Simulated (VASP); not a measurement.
Input:

```
Na2S
1.0
    0.00000     3.24949     3.24949
    3.24949     0.00000     3.24949
    3.24949     3.24949     0.00000
Na S
2 1
Direct
  0.25000   0.25000   0.25000
  0.75000   0.75000   0.75000
  0.00000   0.00000   0.00000
```

Computed with PBEsol GGA, VASP's PBE PAW potentials (set 64) (plane waves; VASP 6.6.1). Run with 400 eV cut-off, Gaussian smearing of 0.050 eV, potentials Na_pv S.

Problem. Give the energies of bands 8 to 13 at the high-symmetry points, in eV from the valence-band maximum.

Solution. 
| band | Γ | X | U | L | W |
|---|---|---|---|---|---|
| 8 | 0.00 | -1.52 | -1.27 | -1.71 | -1.06 |
| 9 | 0.00 | -0.47 | -0.97 | -0.14 | -1.06 |
| 10 | 0.00 | -0.47 | -0.36 | -0.14 | -0.61 |
| 11 | 2.43 | 3.70 | 4.42 | 4.79 | 4.69 |
| 12 | 7.73 | 6.01 | 6.44 | 6.39 | 7.26 |
| 13 | 7.73 | 8.55 | 7.93 | 7.10 | 7.26 |

The gap is direct, 2.43 eV, from the valence maximum at Γ to the conduction minimum at Γ.

The compound is Na2S in the antifluorite structure. It was relaxed first.
